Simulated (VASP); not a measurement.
A cell of AuZn (CsCl type) near equilibrium:

```xyz
2
Lattice="3.1831 0.0000 0.0000 0.0000 3.1831 0.0000 0.0000 0.0000 3.1831" Properties=species:S:1:pos:R:3 pbc="T T T"
Zn     1.5915     1.5915     1.5915
Au     0.0000     0.0000     0.0000
```

Calculation: PBE GGA, VASP's PBE PAW potentials (set 64) (plane waves; VASP 6.6.1).

```json
[
 {"run": "as it is", "ΔE (meV/atom)": "0.0", "σxx": "0.23", "σyy": "0.23", "σzz": "0.23", "largest shear component, with its sign (GPa)": "0.00", "largest force (eV/Å)": "0.000"},
 {"run": "after one change", "ΔE (meV/atom)": "109.1", "σxx": "20.84", "σyy": "20.84", "σzz": "20.84", "largest shear component, with its sign (GPa)": "0.00", "largest force (eV/Å)": "0.000"}
]
```
Stress is in GPa, positive when the cell is compressed.

### Question
What was changed between the two runs?
A. atom 1 (Zn) moved by 0.025 Å along z
B. atom 2 (Au) moved by 0.150 Å along x
C. atom 1 (Zn) moved by -0.025 Å along z
D. isotropic strain of -4.0 %

### Answer
D, isotropic strain of -4.0 %

The compound is AuZn in the CsCl type structure. The electron count is odd and the run is not spin-polarised, which forces a metal.
